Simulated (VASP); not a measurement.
Input:

```xyz
2
Lattice="0.0000 2.7089 2.7089 2.7089 0.0000 2.7089 2.7089 2.7089 0.0000" Properties=species:S:1:pos:R:3 pbc="T T T"
Ga     0.0000     0.0000     0.0000
As     1.3545     1.3545     1.3545
```

Calculation: LDA (Ceperley-Alder, Perdew-Zunger), VASP's LDA PAW potentials (set 64) (plane waves; VASP). Settings: 500 eV cut-off, 8×8×8 Γ-centred mesh, Gaussian smearing of 0.050 eV, potentials Ga_d As.

Task: What does the run give for the energy per atom (σ→0), pressure, band gap (on the k-mesh) with the smallest direct gap where there is one?

Result: 
- band gap (on the k-mesh): 1.08 eV
- smallest direct gap (on the k-mesh): 1.33 eV
- energy per atom (σ→0): -4.756 eV/atom
- pressure: 9.95 GPa

The absolute energy has meaning only against runs of the same code, potentials and settings.

The compound is GaAs in the zinc blende structure. It was relaxed first under an external pressure of 10 GPa.
